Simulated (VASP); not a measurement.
Here is the system:

```
Ir
1.0
    0.00000     1.92597     1.92597
    1.92597     0.00000     1.92597
    1.92597     1.92597     0.00000
Ir
1
Cartesian
  0.00000   0.00000   0.00000
```

Computed with r2SCAN meta-GGA, VASP's PBE PAW potentials (set 64) (plane waves; VASP 6.6.1). Numerical set-up: PREC = Normal, EDIFF = 1E-5, 400 eV cut-off, 18×18×18 Γ-centred mesh, first-order Methfessel-Paxton smearing of 0.10 eV, potentials Ir.

Unless said otherwise, spin-orbit coupling is left out, though it shifts the bands of the heavy elements here.

Problem. What does the run give for the energy per atom (σ→0), band gap (on the k-mesh) with the smallest direct gap where there is one?

Solution. 
| Item | Value |
|---|---|
| band gap (on the k-mesh) | none (metal, semimetal or under 0.01 eV) |
| energy per atom (σ→0) | -52.368 eV/atom |

Only differences to runs with the same potentials and settings are physical.

The compound is Ir in the fcc structure. It was relaxed first.
